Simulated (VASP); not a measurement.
MnSiSe3, 5 atoms in the cell. Symmetry: Pm-3m, No. 221, cubic system. The conventional cell has a = 4.834 Å, b = 4.834 Å, c = 4.834 Å, α = 90.00°, β = 90.00°, γ = 90.00°. Mn (site symmetry m-3m) has 12 Se at 3.42 Å as nearest neighbours. Around Si (site symmetry m-3m) lie 6 Se at 2.42 Å. Around Se (site symmetry 4/mmm) lie 2 Si at 2.42 Å. The cell was built by a generator and needn't be a form met in nature.

* Program: VASP 6.6.1
* Task: band structure
* Functional: RPBE
* Potentials or basis: VASP PAW PBE potentials, release 64 (Mn_pv, Si, Se)
* Cutoff: 520 eV
* k mesh: 5 × 5 × 5
* Occupations: fermi-dirac, width 0.05 eV
* Spin: collinear spin, ferromagnetic start
* Starting moments: [4.0, 0.0, 0.0, 0.0, 0.0] μB
* Further INCAR settings: ALGO = Normal; EDIFF = 1e-07; NBANDS = 30

Potentials or basis: VASP PAW PBE potentials, release 64 (Mn_pv, Si, Se).

Run with:

```sh
$ cat potpaw_PBE.64/Mn_pv/POTCAR potpaw_PBE.64/Si/POTCAR potpaw_PBE.64/Se/POTCAR > POTCAR
$ mpirun -np 1 vasp_std > vasp.out
```

Hardware: 1 thread of Intel(R) Xeon(R) Platinum 8488C (Sapphire Rapids) (shared host).

**Question.** Estimate the wall time of this run.

**Answer.** Wall time 2.4 min on 1 thread of Intel(R) Xeon(R) Platinum 8488C (Sapphire Rapids), on a shared host, peak memory 0.29 GiB. Counts: scf iterations 79, k points 10.
